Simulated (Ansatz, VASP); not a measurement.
# Rb2AlH4: VASP beside Ansatz

```
Rb Al H
1.0
     5.39212    0.00000    0.00000
    -2.69606    4.66971    0.00000
     0.00000    0.00000    4.88191
Rb Al H
2 1 4
Cartesian
  0.0000 3.1131 2.4410
  2.6961 1.5566 2.4410
  0.0000 0.0000 0.0000
  0.0000 3.1131 0.6778
  2.6961 1.5566 0.6778
  2.6961 1.5566 4.2041
  0.0000 3.1131 4.2041
```

Alike in both runs: task single point; functional PBE; k mesh 6 × 6 × 4; occupations gaussian, width 0.1 eV; no spin polarisation.

|  | VASP | Ansatz |
| --- | --- | --- |
| version | VASP 6.6.1 | Ansatz 0.2.0 |
| potentials or method | VASP PAW PBE potentials, release 64 (Rb_sv, Al, H) | scalar-relativistic, plane waves, PAW |
| plane-wave cutoff (eV) | 520 | 420 |
| valence electrons in the cell | 25 | 25 |

Ansatz gave:

```
gap on the k mesh at the Fermi level (eV)       : none
pressure (GPa)                                  : 9.3
largest component of the traceless stress (GPa) : 13.65
rms of the force components (eV/Å)              : 1.832
```

Question: Estimate VASP's values.

Answer: gap on the k mesh at the Fermi level (eV): none; pressure (GPa): 9.4; largest component of the traceless stress (GPa): 13.88; rms of the force components (eV/Å): 1.847.

Atom by atom the forces differ by 0.015 eV/Å (rms over components). A gap of «none» marks a metal or a gap that the smearing closes.

Caveats: forces of over 1 eV/Å show positions far from the minimum, so gaps and moduli don't describe the material at rest.
